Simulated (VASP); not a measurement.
# Band-edge properties of PtSe (Fm-3m)

The runs below take PtSe at its given cell and follow the band edges through several levels. The cell is generated by rule, not measured, and may not be a known phase.

Method: PBEsol; plane waves and PAW (Pt, Se), in the first sound run; inputs show where later runs differ, in VASP 6.6.1.

This is a report of a sequence of runs, with most program output left out.

The structure was built from a prototype and need not be the compound's stable phase.

### 1. The starting structure

The structure is cubic, space group Fm-3m (No. 225). The conventional cell has a = 5.460 Å, b = 5.460 Å, c = 5.460 Å, α = 90.00°, β = 90.00°, γ = 90.00°. Nearest to Pt lie 6 Se at 2.73 Å. Nearest to Se lie 6 Pt at 2.73 Å. Farther neighbours and most contacts between anions are not listed.

Structure file:

```
Pt Se
1.0
     0.00000    2.73000    2.73000
     2.73000    0.00000    2.73000
     2.73000    2.73000    0.00000
Pt Se
1 1
Direct
  0.00000 0.00000 0.00000
  0.50000 0.50000 0.50000
```

### 2. Relaxation of the atoms

The cell is kept as given; the atoms are relaxed first, so that no residual force shifts the band edges.

File INCAR:

```
SYSTEM = PtSe
PREC = Accurate
ENCUT = 400
EDIFF = 1E-06
NELM = 100
ISMEAR = 0
SIGMA = 0.02
LREAL = .FALSE.
ALGO = Normal
GGA = PS
NBANDS = 14
LASPH = .TRUE.
LORBIT = 11
LWAVE = .FALSE.
LCHARG = .FALSE.
KPAR = 4
IBRION = 2
NSW = 40
ISIF = 2
EDIFFG = -0.005
```

File POSCAR:

```
PtSe
1.0
    0.0000000000      2.7300000000      2.7300000000
    2.7300000000      0.0000000000      2.7300000000
    2.7300000000      2.7300000000      0.0000000000
Pt Se
1 1
Direct
    0.0000000000      0.0000000000      0.0000000000
    0.5000000000      0.5000000000      0.5000000000
```

File KPOINTS:

```
Automatic mesh
0
Gamma
8 8 8
0 0 0
```

PAW data sets: Pt and Se (PBE family, release 64).

Started as:

```bash
$ mpirun -np 4 vasp_std
```

The job ended after 4 s (4 MPI ranks of AMD EPYC 9R45, shared host; peak memory 0.54 GiB).

The k-mesh is coarse for a metal. The PAW data sets were made with PBE, which is usual practice but a small mismatch for other functionals. The run keeps the 48 symmetry operations of its start, so it cannot find a distortion of lower symmetry.

The forces vanish from the start, and no atom moves.

This step gave:

| Quantity | Value |
| --- | --- |
| SCF cycles | 12 |
| electrons | 16 |
| bands | 14 |
| irreducible k-points | 29 |
| symmetry operations | 48 |
| free energy (TOTEN) | -10.62 eV |
| energy at zero smearing | -10.62 eV |
| Fermi energy | 6.053 eV |
| pressure | -15.34 GPa |
| metallic | yes |

### 3. Bands on a dense mesh

A dense even mesh and a path are solved together, since either alone can miss a band edge.

Edit INCAR of step 2 so:

```diff
@@ -10,3 +10,3 @@
 GGA = PS
-NBANDS = 14
+NBANDS = 20
 LASPH = .TRUE.
@@ -16,5 +16,2 @@
 KPAR = 4
-IBRION = 2
-NSW = 40
 ISIF = 2
-EDIFFG = -0.005
```

POSCAR is that of step 2.

File KPOINTS:

```
Automatic mesh
0
Gamma
12 12 12
0 0 0
```

File KPOINTS_OPT:

```
Line mode
24
Line-mode
Reciprocal
  0.00000000   0.00000000   0.00000000 GAMMA
  0.50000000   0.00000000   0.50000000 X

  0.50000000   0.00000000   0.50000000 X
  0.50000000   0.25000000   0.75000000 W

  0.50000000   0.25000000   0.75000000 W
  0.37500000   0.37500000   0.75000000 K

  0.37500000   0.37500000   0.75000000 K
  0.00000000   0.00000000   0.00000000 GAMMA

  0.00000000   0.00000000   0.00000000 GAMMA
  0.50000000   0.50000000   0.50000000 L

  0.50000000   0.50000000   0.50000000 L
  0.62500000   0.25000000   0.62500000 U

  0.62500000   0.25000000   0.62500000 U
  0.50000000   0.25000000   0.75000000 W

  0.50000000   0.25000000   0.75000000 W
  0.50000000   0.50000000   0.50000000 L

  0.50000000   0.50000000   0.50000000 L
  0.37500000   0.37500000   0.75000000 K

  0.62500000   0.25000000   0.62500000 U
  0.50000000   0.00000000   0.50000000 X
```

Started as:

```bash
$ mpirun -np 4 vasp_std
```

Elapsed: 22 s, on 4 MPI ranks; peak memory 0.73 GiB.

This step gave:

| Item | Value |
| --- | --- |
| bands | 20 |
| irreducible k-points | 72 |
| free energy (TOTEN) | -10.61 eV |
| energy at zero smearing | -10.61 eV |
| Fermi energy | 5.911 eV |
| pressure | -15.06 GPa |

The electronic bands at the labelled points (eV, zero at the Fermi level; # counts the bands kept):

| point | #5 | #6 | #7 | #8 | #9 | #10 | #11 |
| --- | --- | --- | --- | --- | --- | --- | --- |
| Γ | -2.54 | -1.19 | -1.19 | -1.19 | 0.82 | 10.00 | 11.14 |
| 0.52 of the way | -2.37 | -0.77 | -0.77 | -0.71 | 3.73 | 7.57 | 8.58 |
| X | -2.18 | -1.42 | -1.42 | -1.05 | 0.04 | 8.24 | 10.79 |
| 0.48 of the way | -1.58 | -1.42 | -1.38 | -1.11 | 1.81 | 8.10 | 9.87 |
| W | -1.46 | -1.42 | -1.38 | -1.24 | 4.54 | 7.43 | 8.46 |
| 0.52 of the way | -1.54 | -1.23 | -1.22 | -0.60 | 3.47 | 7.65 | 8.97 |
| K | -1.57 | -1.19 | -1.16 | 0.06 | 2.54 | 7.64 | 9.23 |
| 0.48 of the way | -1.93 | -1.34 | -0.63 | 2.15 | 5.07 | 6.27 | 7.72 |
| Γ | -2.54 | -1.19 | -1.19 | -1.19 | 0.82 | 10.00 | 11.14 |
| 0.48 of the way | -2.19 | -1.75 | 0.78 | 0.78 | 3.75 | 7.33 | 8.72 |
| L | -1.71 | -1.33 | 2.58 | 2.58 | 3.42 | 6.31 | 6.31 |
| 0.48 of the way | -1.69 | -1.42 | 0.65 | 1.62 | 4.13 | 5.85 | 7.74 |
| U | -1.57 | -1.19 | -1.16 | 0.06 | 2.54 | 7.64 | 9.23 |
| 0.52 of the way | -1.53 | -1.24 | -1.22 | -0.68 | 3.60 | 7.64 | 8.93 |
| W | -1.46 | -1.42 | -1.38 | -1.24 | 4.54 | 7.43 | 8.46 |
| 0.48 of the way | -1.75 | -1.43 | 0.28 | 0.75 | 4.87 | 5.48 | 8.38 |
| L | -1.71 | -1.33 | 2.58 | 2.58 | 3.42 | 6.31 | 6.31 |
| 0.48 of the way | -1.69 | -1.42 | 0.65 | 1.62 | 4.13 | 5.85 | 7.74 |
| K | -1.57 | -1.19 | -1.16 | 0.06 | 2.54 | 7.64 | 9.23 |
| jump to U | -1.57 | -1.19 | -1.16 | 0.06 | 2.54 | 7.64 | 9.23 |
| 0.52 of the way | -1.46 | -1.36 | -1.30 | -1.08 | 0.90 | 8.11 | 10.30 |
| X | -2.18 | -1.42 | -1.42 | -1.05 | 0.04 | 8.24 | 10.79 |

Of the projections kept (Pt, Se), the largest for each band there; the rest of the weight can lie on other orbitals:

```csv
point,#5,#6,#7,#8,#9,#10,#11
Γ,Pt 0.99,Se 0.93,Se 0.93,Se 0.93,Pt 0.59,-,Pt 0.53
X,Pt 0.98,Pt 1.00,Pt 1.00,Pt 0.94,Pt 0.84,Pt 0.75,Se 0.80
W,Pt 0.86,Pt 1.00,Pt 0.94,Pt 0.93,Pt 0.54,Pt 0.74,Se 0.64
K,Pt 1.00,Pt 0.94,Pt 0.93,Pt 0.68,Pt 0.69,Pt 0.50,Se 0.79
Γ,Pt 0.99,Se 0.93,Se 0.93,Se 0.93,Pt 0.59,-,Pt 0.53
L,Pt 1.00,Pt 0.96,Pt 0.54,Pt 0.54,Pt 0.55,Pt 0.71,Pt 0.71
```

At -15.1 GPa the cell is away from the equilibrium volume of this level: left free, it would shrink.

### 4. Bands with spin-orbit coupling

This step: PBEsol, spin-orbit coupling; plane waves and PAW (Pt, Se); invented cell (VASP 6.6.1).

Spin-orbit coupling can split and shift the band edges, more so for heavy elements, so the bands are solved again with spinors.

Edit INCAR of step 3 so:

```diff
@@ -10,4 +10,9 @@
 GGA = PS
-NBANDS = 20
+LNONCOLLINEAR = .TRUE.
+MAGMOM = 0 0 0 0 0 0
+NBANDS = 28
+GGA_COMPAT = .FALSE.
 LASPH = .TRUE.
+LSORBIT = .TRUE.
+LMAXMIX = 4
 LORBIT = 11
```

POSCAR is that of step 3.

File KPOINTS:

```
Automatic mesh
0
Gamma
8 8 8
0 0 0
```

Edit KPOINTS_OPT of step 3 so:

```diff
@@ -1,3 +1,3 @@
 Line mode
-24
+16
 Line-mode
```

Started as:

```bash
$ mpirun -np 4 vasp_ncl
```

Run time: 46 s. Hardware: 4 MPI ranks; peak memory 1 GiB; 3 min of CPU time.

Numbers from this step:

| Item | Value |
| --- | --- |
| bands | 28 |
| irreducible k-points | 29 |
| free energy (TOTEN) | -10.98 eV |
| energy at zero smearing | -10.98 eV |
| Fermi energy | 6.064 eV |
| pressure | -14.84 GPa |

The spin moment in the PAW sphere vanishes on all atoms.

On-site spin-orbit energy by atom:

```
atom  on-site spin-orbit energy (eV)
 Pt1                          -0.685
 Se2                          -0.031
```

The electronic bands at the labelled points (eV, zero at the Fermi level; # counts the bands kept):

```csv
point,#11,#12,#13,#14,#15,#16,#17,#18
Γ,-1.71,-1.71,-1.11,-1.11,-1.11,-1.11,0.67,0.67
0.53 of the way,-1.44,-1.44,-0.63,-0.63,-0.63,-0.63,3.41,3.41
X,-2.31,-2.31,-1.23,-1.23,-0.90,-0.90,-0.09,-0.09
0.47 of the way,-1.71,-1.71,-1.16,-1.16,-0.92,-0.92,1.59,1.59
W,-1.26,-1.26,-1.21,-1.21,-0.99,-0.99,4.39,4.39
0.47 of the way,-1.29,-1.29,-1.01,-1.01,-0.70,-0.70,3.47,3.47
K,-1.26,-1.26,-0.95,-0.95,-0.03,-0.03,2.38,2.38
0.47 of the way,-1.37,-1.37,-0.70,-0.70,2.08,2.08,4.90,4.90
Γ,-1.71,-1.71,-1.11,-1.11,-1.11,-1.11,0.67,0.67
0.47 of the way,-1.70,-1.70,0.57,0.57,0.64,0.64,3.53,3.53
L,-1.19,-1.19,2.43,2.43,2.49,2.49,3.18,3.18
0.47 of the way,-1.28,-1.28,0.58,0.58,1.55,1.55,3.94,3.94
U,-1.26,-1.26,-0.95,-0.95,-0.03,-0.03,2.38,2.38
0.47 of the way,-1.28,-1.28,-1.00,-1.00,-0.60,-0.60,3.28,3.28
W,-1.26,-1.26,-1.21,-1.21,-0.99,-0.99,4.39,4.39
0.47 of the way,-1.31,-1.31,0.11,0.11,0.60,0.60,4.64,4.64
L,-1.19,-1.19,2.43,2.43,2.49,2.49,3.18,3.18
0.47 of the way,-1.28,-1.28,0.58,0.58,1.55,1.55,3.94,3.94
K,-1.26,-1.26,-0.95,-0.95,-0.03,-0.03,2.38,2.38
jump to U,-1.26,-1.26,-0.95,-0.95,-0.03,-0.03,2.38,2.38
0.47 of the way,-1.52,-1.52,-1.04,-1.04,-0.91,-0.91,0.92,0.92
X,-2.31,-2.31,-1.23,-1.23,-0.90,-0.90,-0.09,-0.09
```

Of the projections kept (Pt, Se), the largest for each band there; the rest of the weight can lie on other orbitals:

```
point      #11      #12      #13      #14      #15      #16      #17      #18
    Γ  Se 0.91  Se 0.91  Se 0.93  Se 0.93  Se 0.93  Se 0.93  Pt 0.59  Pt 0.59
    X  Pt 0.98  Pt 0.98  Pt 1.00  Pt 1.00  Pt 0.96  Pt 0.96  Pt 0.84  Pt 0.84
    W  Pt 0.92  Pt 0.92  Pt 0.91  Pt 0.91  Pt 0.96  Pt 0.96  Pt 0.54  Pt 0.54
    K  Pt 0.96  Pt 0.96  Pt 0.94  Pt 0.94  Pt 0.71  Pt 0.71  Pt 0.69  Pt 0.69
    Γ  Se 0.91  Se 0.91  Se 0.93  Se 0.93  Se 0.93  Se 0.93  Pt 0.59  Pt 0.59
    L  Pt 0.98  Pt 0.98  Pt 0.53  Pt 0.53  Pt 0.56  Pt 0.56  Pt 0.58  Pt 0.58
```

### 5. Orbitals for bands with HSE06, ENCUT 400

This step: PBE; plane waves and PAW (Pt, Se); invented cell (VASP 6.6.1).

The hybrid starts from PBE orbitals, which saves many expensive cycles.

File INCAR:

```
SYSTEM = PtSe
PREC = Accurate
ENCUT = 400
EDIFF = 1E-05
NELM = 100
ISMEAR = 0
SIGMA = 0.02
LREAL = .FALSE.
ALGO = Normal
GGA = PE
NBANDS = 14
LASPH = .TRUE.
LORBIT = 11
LWAVE = .TRUE.
LCHARG = .FALSE.
KPAR = 4
```

POSCAR is that of step 4.

File KPOINTS:

```
Automatic mesh
0
Gamma
4 4 4
0 0 0
```

Started as:

```bash
$ mpirun -np 4 vasp_std
```

Wall time 2.6 s (4 MPI ranks); peak memory 0.53 GiB; 8 s of CPU time.

Numbers from this step:

```
bands                   : 14
irreducible k-points    : 8
free energy (TOTEN)     : -9.316 eV
energy at zero smearing : -9.313 eV
Fermi energy            : 6.324 eV
pressure                : -7.895 GPa
```

The run ends at a pressure of -7.90 GPa.

### 6. Bands with HSE06, ENCUT 400

This step: HSE06; plane waves and PAW (Pt, Se); invented cell (VASP 6.6.1).

A quarter of screened exact exchange corrects much of the semilocal gap error; its cost forces a coarser mesh.

File INCAR:

```
SYSTEM = PtSe
PREC = Accurate
ENCUT = 400
EDIFF = 1E-06
NELM = 100
ISMEAR = 0
SIGMA = 0.02
LREAL = .FALSE.
ALGO = Normal
LHFCALC = .TRUE.
AEXX = 0.25
GGA = PE
HFSCREEN = 0.2
LASPH = .TRUE.
NBANDS = 14
PRECFOCK = Fast
LORBIT = 11
LWAVE = .FALSE.
LCHARG = .FALSE.
KPAR = 4
ISIF = 2
```

POSCAR is that of step 5.

KPOINTS is that of step 5.

Edit KPOINTS_OPT of step 4 so:

```diff
@@ -1,3 +1,3 @@
 Line mode
-16
+8
 Line-mode
```

The WAVECAR or CHGCAR of an earlier step is read.

Started as:

```bash
$ mpirun -np 4 vasp_std
```

Wall time 64 s (4 MPI ranks).

The run ended with an error.

VASP's message: “internal error in CHECK_GEN_LAYOUT: G-vectors changed at ik:16 old: 744 new: 741”. No number of this run is used.

### 7. Orbitals for bands with HSE06, ENCUT 407

Against the failed run before it, this one has the cutoff, the threshold and the exact exchange changed.

This step: PBE; plane waves and PAW (Pt, Se); invented cell (VASP 6.6.1).

File INCAR:

```
SYSTEM = PtSe
PREC = Accurate
ENCUT = 407
EDIFF = 1E-05
NELM = 100
ISMEAR = 0
SIGMA = 0.02
LREAL = .FALSE.
ALGO = Normal
GGA = PE
NBANDS = 14
LASPH = .TRUE.
LORBIT = 11
LWAVE = .TRUE.
LCHARG = .FALSE.
KPAR = 4
```

POSCAR is that of step 6.

KPOINTS is that of step 6.

Started as:

```bash
$ mpirun -np 4 vasp_std
```

Elapsed: 2.6 s, on 4 MPI ranks; peak memory 0.52 GiB.

Numbers from this step:

| Quantity | Value |
| --- | --- |
| pressure | -7.876 GPa |

The run ends at a pressure of -7.88 GPa.

### 8. Bands with HSE06, ENCUT 407

This step: HSE06; plane waves and PAW (Pt, Se); invented cell (VASP 6.6.1).

File INCAR:

```
SYSTEM = PtSe
PREC = Accurate
ENCUT = 407
EDIFF = 1E-06
NELM = 100
ISMEAR = 0
SIGMA = 0.02
LREAL = .FALSE.
ALGO = Normal
LHFCALC = .TRUE.
AEXX = 0.25
GGA = PE
HFSCREEN = 0.2
LASPH = .TRUE.
NBANDS = 14
PRECFOCK = Fast
LORBIT = 11
LWAVE = .FALSE.
LCHARG = .FALSE.
KPAR = 4
ISIF = 2
```

POSCAR is that of step 7.

KPOINTS is that of step 7.

KPOINTS_OPT is that of step 6.

The run starts from files that an earlier step left in the folder.

Started as:

```bash
$ mpirun -np 4 vasp_std
```

It took 66 s on 4 MPI ranks.

The run ended with an error.

VASP's message: “internal error in CHECK_GEN_LAYOUT: G-vectors changed at ik:15 old: 756 new: 753”. No number of this run is used.

### 9. Outcome

```
gap, PBEsol                  : none
gap with spin-orbit coupling : none
```

**Reading.** At this level the bands overlap or touch. Masses were not obtained, since there is no gap at this level. The strain response was not obtained, since there is no gap at this level.

[Lines on the potential files, build, host, timing and source positions are cut from VASP's logs without a mark.]

[Logs are printed without paths, hosts, clocks, repeated set-up lines and the standing remarks that a program may print on its own settings, such as how far it seeks lower states.]

[Hosts, paths, dates, database ids (printed as entryN), source tags and the programs' standing remarks are cut or masked in the printed files.]

[In band tables of VASP the shares of atoms and orbitals are scaled to a sum of 1 inside the atoms' spheres.]

[Gaps and slopes under strain along one axis are those of the sampled path and mesh points; where strain splits equal valleys, another of them can be the edge.]
